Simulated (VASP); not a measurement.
Output of a VASP run:

File OSZICAR:
```
       N       E                     dE             d eps       ncg     rms          rms(c)
DAV:   1    -0.394986008416E+01   -0.39499E+01   -0.27465E+03  1448   0.552E+02
DAV:   2    -0.149631149059E+02   -0.11013E+02   -0.10382E+02  2248   0.724E+01
DAV:   3    -0.150408808559E+02   -0.77766E-01   -0.77697E-01  2056   0.717E+00
DAV:   4    -0.150411030114E+02   -0.22216E-03   -0.22215E-03  2376   0.274E-01
DAV:   5    -0.150411030550E+02   -0.43548E-07   -0.43700E-07  2024   0.281E-03    0.159E+00
DAV:   6    -0.149598336985E+02    0.81269E-01   -0.95301E-03  1840   0.135E+00    0.969E-01
DAV:   7    -0.149266397894E+02    0.33194E-01   -0.10258E-02  1768   0.141E+00    0.361E-02
DAV:   8    -0.149265772225E+02    0.62567E-04   -0.13757E-04  2280   0.831E-02    0.129E-02
DAV:   9    -0.149265761234E+02    0.10992E-05   -0.30936E-06  2032   0.166E-02    0.763E-03
DAV:  10    -0.149265774327E+02   -0.13094E-05   -0.26184E-06  1984   0.152E-02    0.463E-04
DAV:  11    -0.149265774855E+02   -0.52773E-07   -0.59925E-08  1168   0.187E-03
   1 F= -.14926577E+02 E0= -.14925627E+02  d E =-.190147E-02
```

OUTCAR:
```
------------------------ aborting loop because EDIFF is reached ----------------------------------------
  FORCE on cell =-STRESS in cart. coord.  units (eV):
  Direction    XX          YY          ZZ          XY          YZ          ZX
  --------------------------------------------------------------------------------------
  Total       -0.5282484     -0.5282483     -1.3804120      0.0000001     -0.0000000      0.0000000
  in kB      -25.8529137    -25.8529103    -67.5585024      0.0000066     -0.0000000      0.0000000
  external PRESSURE =     -39.7547754 kB  Pullay stress =       0.0000000 kB
  volume of cell :       32.74
      direct lattice vectors                 reciprocal lattice vectors
     2.273333000  0.000000000  0.000000000     0.439882762  0.253966560  0.000000000
    -1.136667000  1.968764000  0.000000000     0.000000000  0.507932896  0.000000000
     0.000000000  0.000000000  7.314465000     0.000000000  0.000000000  0.136715399
 POSITION                                       TOTAL-FORCE (eV/Angst)
 -----------------------------------------------------------------------------------
      0.00000      0.00000      0.00000        -0.000000      0.000000      0.000000
      0.00000      0.00000      3.65723        -0.000000      0.000000      0.000000
     -0.00000      1.31251      1.82862        -0.000000     -0.000000      0.000000
      1.13667      0.65625      5.48585         0.000000      0.000000     -0.000000
 -----------------------------------------------------------------------------------
    total drift:                                0.000000     -0.000000     -0.000000
  FREE ENERGIE OF THE ION-ELECTRON SYSTEM (eV)
  ---------------------------------------------------
  free  energy   TOTEN  =       -14.9265774855 eV

  energy  without entropy=      -14.9246760184  energy(sigma->0) =      -14.92562675
```
(Selected blocks of OUTCAR.)

### POSCAR
```
Be
1
    2.2733330000     0.0000000000     0.0000000000
   -1.1366670000     1.9687640000     0.0000000000
    0.0000000000     0.0000000000     7.3144650000
Be
4
Direct
  0.0000000000   0.0000000000   0.0000000000
  0.0000000000   0.0000000000   0.5000000000
  0.3333330000   0.6666670000   0.2500000000
  0.6666670000   0.3333330000   0.7500000000
```

Q: Reconstruct the remaining input files.

A: One answer among several that fit: the input of the run itself, PBE GGA, plane waves, VASP's PBE PAW potentials (set 64).

**INCAR**
```
ALGO = Normal
EDIFF = 1E-6
ENCUT = 300
GGA = PE
ISIF = 2
ISMEAR = 0
LASPH = .TRUE.
LCHARG = .FALSE.
LREAL = .FALSE.
LWAVE = .FALSE.
NELM = 100
PREC = Accurate
SIGMA = 0.136
SYSTEM = Be
```

KPOINTS:
```
K-points
0
Gamma
  16 16 5
```

POTCAR, in this order: Be (PBE.64 set). Program: vasp_std.

At this cut-off the stress carries a Pulay error, which pulls relaxed volumes low.

The structure was generated: Be was put into an ordered model structure, which need not be its known phase. The cell was not relaxed at this level, and its volume differs by -5.9 % from the start's.
